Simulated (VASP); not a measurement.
PbO$_{2}$ (rutile): the lattice constant a from VASP (plane waves, PAW) at several levels of theory. Static lattice. The measured value holds thermal and zero-point effects that the static calculation lacks.

```csv
level,lattice constant a (Å),error against measurement
LDA,4.941,-0.3 %
PBE,5.083,+2.5 %
PBEsol,5.000,+0.8 %
SCAN,4.988,+0.6 %
r2SCAN,4.994,+0.7 %
```

Measured: 4.958 Å (as given by Zenji Hiroi, Progress in Solid State Chemistry (2015), arXiv:1503.02262).

The cell of the LDA run:

```yaml
crystal:
  lattice:
    - [4.94130, 0.00000, 0.00000]
    - [0.00000, 4.94130, 0.00000]
    - [0.00000, 0.00000, 3.39731]
  atoms:
    - { symbol: Pb, position: [0.00000, 0.00000, 0.00000] }
    - { symbol: Pb, position: [0.50000, 0.50000, 0.50000] }
    - { symbol: O, position: [0.30730, 0.30730, 0.00000] }
    - { symbol: O, position: [0.80730, 0.19270, 0.50000] }
    - { symbol: O, position: [0.19270, 0.80730, 0.50000] }
    - { symbol: O, position: [0.69270, 0.69270, 0.00000] }
```

Only levels that ran to the end are used. Left out are those held back, those with too coarse a band path, GW runs whose mesh misses a band edge, hybrids' fits of cells that aren't cubic and levels without matching references; a question may draw on a part of the rest.

The compound is PbO2 in the rutile structure.
